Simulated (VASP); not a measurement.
All values below come from optB88-vdW, VASP's PBE PAW potentials (set 64) (plane waves; VASP).

The input files of a VASP run:

POSCAR:
```
WSe2 bilayer
1
    3.3303154321    -0.0000000000     0.0000000000
   -1.6651577161     2.8841374425    -0.0000000000
    0.0000000000     0.0000000000    26.3703847419
W Se
2 4
Direct
  0.6666670000   0.3333330000   0.3745071811
  0.3333330000   0.6666670000   0.6254928189
  0.3333330000   0.6666670000   0.4384685464
  0.3333330000   0.6666670000   0.3105625254
  0.6666670000   0.3333330000   0.6894374746
  0.6666670000   0.3333330000   0.5615314536
```

### INCAR
```
AGGAC = 0.0
ALGO = Normal
EDIFF = 1E-6
ENCUT = 400
GGA = BO
ISMEAR = 0
LASPH = T
LCHARG = F
LMAXMIX = 6
LORBIT = 11
LREAL = F
LUSE_VDW = T
LVHAR = T
LWAVE = F
NELM = 100
NELMIN = 4
PARAM1 = 0.1833333333
PARAM2 = 0.22
PREC = Normal
SIGMA = 0.05
SYSTEM = WSe2 bilayer
```

File KPOINTS:
```
kpoints
0
Gamma
 12 12 1
```

POTCAR, in this order: W_sv Se (PBE.64 set). Program: vasp_std. Read from the step before: WAVECAR.

### Question
What will the output report for the number of irreducible k-points (NKPTS), largest plane-wave count, number of space-group operations, FFT grid (NGX, NGY, NGZ)?

### Answer

```yaml
number of irreducible k-points (NKPTS): 19
largest_plane_wave_count: 4695
number_of_space_group_operations: 12
FFT grid (NGX, NGY, NGZ): 16 × 16 × 140
```

The cell is a sheet with vacuum, built from WSe2 (2H layered).
